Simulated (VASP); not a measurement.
These are r2SCAN+rVV10, VASP's PBE PAW potentials (set 64) (plane waves; VASP 6.6.1) values and carry that method's errors.

The input files of a VASP run:

POSCAR:
```
CoAl
2.8162790
  0.9999999434   0.0000000000   0.0000000000
  0.0000000000   0.9999999434   0.0000000000
  0.0000000000   0.0000000000   0.9999999434
Al Co
1 1
Cart
  0.4999999717   0.4999999717   0.4999999717
  0.0000000000   0.0000000000   0.0000000000
```

### INCAR
```
SYSTEM=CoAl
PREC=Accurate; ENCUT=520; LREAL=.FALSE.
LASPH=.TRUE.
EDIFF=1E-7; NELM=100; ALGO=Normal
LMAXMIX=4; LMIXTAU=.TRUE.
ISMEAR=1; SIGMA=0.1
METAGGA=R2SCAN; LUSE_VDW=.TRUE.; BPARAM=11.95
CPARAM=0.0093
ISIF=2
LWAVE=.FALSE.; LCHARG=.FALSE.
```

KPOINTS:
```
kpoints
0
Gamma
13 13 13
0 0 0
```

POTCAR, in this order: Al Co (PBE.64 set). Program: vasp_std.

The resulting files:

File OSZICAR:
```
       N       E                     dE             d eps       ncg     rms          rms(c)
DAV:   1     0.285683639912E+02    0.28568E+02   -0.56530E+03  1698   0.132E+03
DAV:   2    -0.227108696345E+02   -0.51279E+02   -0.48658E+02  1690   0.201E+02
DAV:   3    -0.240971191618E+02   -0.13862E+01   -0.13768E+01  1990   0.440E+01
DAV:   4    -0.241228767031E+02   -0.25758E-01   -0.25749E-01  2120   0.525E+00
DAV:   5    -0.241236551774E+02   -0.77847E-03   -0.77845E-03  1942   0.868E-01    0.143E+01
DAV:   6    -0.256641117829E+02   -0.15405E+01   -0.83765E+01  1868   0.148E+02    0.188E+01
DAV:   7    -0.207882540845E+02    0.48759E+01   -0.34440E+01  1862   0.857E+01    0.216E+00
DAV:   8    -0.208271024824E+02   -0.38848E-01   -0.43444E-01  1970   0.822E+00    0.202E+00
DAV:   9    -0.208133073710E+02    0.13795E-01   -0.25621E-01  1906   0.886E+00    0.709E-01
DAV:  10    -0.208057332752E+02    0.75741E-02   -0.38328E-02  1882   0.346E+00    0.183E-01
DAV:  11    -0.208096825512E+02   -0.39493E-02   -0.34864E-03  1804   0.828E-01    0.131E-01
DAV:  12    -0.208098123929E+02   -0.12984E-03   -0.17092E-04  1974   0.182E-01    0.251E-02
DAV:  13    -0.208098180412E+02   -0.56483E-05   -0.27957E-05  2206   0.828E-02    0.818E-03
DAV:  14    -0.208098168013E+02    0.12399E-05   -0.68574E-06  1860   0.412E-02    0.490E-03
DAV:  15    -0.208098164389E+02    0.36239E-06   -0.54745E-07  1770   0.836E-03    0.361E-03
DAV:  16    -0.208098162989E+02    0.14000E-06   -0.16134E-07   998   0.542E-03    0.107E-03
DAV:  17    -0.208098162452E+02    0.53654E-07   -0.18126E-08   840   0.261E-03
   1 F= -.20809816E+02 E0= -.20809892E+02  d E =0.228058E-03
```

### OUTCAR
```
------------------------ aborting loop because EDIFF is reached ----------------------------------------
  FORCE on cell =-STRESS in cart. coord.  units (eV):
  Direction    XX          YY          ZZ          XY          YZ          ZX
  --------------------------------------------------------------------------------------
  Total        0.0021615      0.0021615      0.0021615      0.0000000      0.0000000     -0.0000000
  in kB        0.1550351      0.1550351      0.1550351      0.0000000      0.0000000     -0.0000000
  external PRESSURE =       0.1550351 kB  Pullay stress =       0.0000000 kB
  volume of cell :       22.34
      direct lattice vectors                 reciprocal lattice vectors
     2.816278841  0.000000000  0.000000000     0.355078476  0.000000000  0.000000000
     0.000000000  2.816278841  0.000000000     0.000000000  0.355078476  0.000000000
     0.000000000  0.000000000  2.816278841     0.000000000  0.000000000  0.355078476
 POSITION                                       TOTAL-FORCE (eV/Angst)
 -----------------------------------------------------------------------------------
      1.40814      1.40814      1.40814         0.000000      0.000000      0.000000
      0.00000      0.00000      0.00000         0.000000      0.000000      0.000000
 -----------------------------------------------------------------------------------
    total drift:                                0.000000      0.000000      0.000000
  FREE ENERGIE OF THE ION-ELECTRON SYSTEM (eV)
  ---------------------------------------------------
  free  energy   TOTEN  =       -20.8098162452 eV

  energy  without entropy=      -20.8100443029  energy(sigma->0) =      -20.80989226
```
(Selected blocks of OUTCAR.)

**OUTCAR**
```
 val. band max:       10.9948357801   @ k =   0.4615   0.3846   0.0000

 cond. band min:      11.0344804923   @ k =   0.4615   0.3846   0.0769


 Fermi energy:        10.9955201607

 k-point     1 :       0.0000    0.0000    0.0000
  band No.  band energies     occupation
      1      -1.0039      2.00000
      2       7.7438      2.00000
      3       7.7438      2.00000
      4       9.8540      2.00000
      5       9.8540      2.00000
      6       9.8540      2.00000
      7      17.4750      0.00000
      8      17.4750      0.00000
      9      17.4750      0.00000
     10      20.1178      0.00000

 k-point     2 :       0.0769    0.0000    0.0000
  band No.  band energies     occupation
      1      -0.8828      2.00000
      2       7.7281      2.00000
      3       7.7796      2.00000
      4       9.7904      2.00000
      5       9.7904      2.00000
      6       9.8607      2.00000
      7      16.3163      0.00000
      8      17.6408      0.00000
      9      17.6408      0.00000
     10      20.1014      0.00000

 k-point     3 :       0.1538    0.0000    0.0000
  band No.  band energies     occupation
      1      -0.5218      2.00000
      2       7.6399      2.00000
      3       7.8808      2.00000
      4       9.6225      2.00000
      5       9.6225      2.00000
      6       9.8795      2.00000
      7      14.5372      0.00000
      8      18.1163      0.00000
      9      18.1163      0.00000
     10      20.0533      0.00000

 k-point     4 :       0.2308    0.0000    0.0000
  band No.  band energies     occupation
      1       0.0712      2.00000
      2       7.3487      2.00000
      3       8.0283      2.00000
      4       9.4037      2.00000
      5       9.4037      2.00000
      6       9.9060      2.00000
      7      12.9903     -0.00000
      8      18.8508      0.00000
      9      18.8508      0.00000
     10      19.9773      0.00000

 k-point     5 :       0.3077    0.0000    0.0000
...
```

The compound is CoAl in the CsCl type structure. It was relaxed first. The run is not spin-polarised, so no magnetic state was tried.
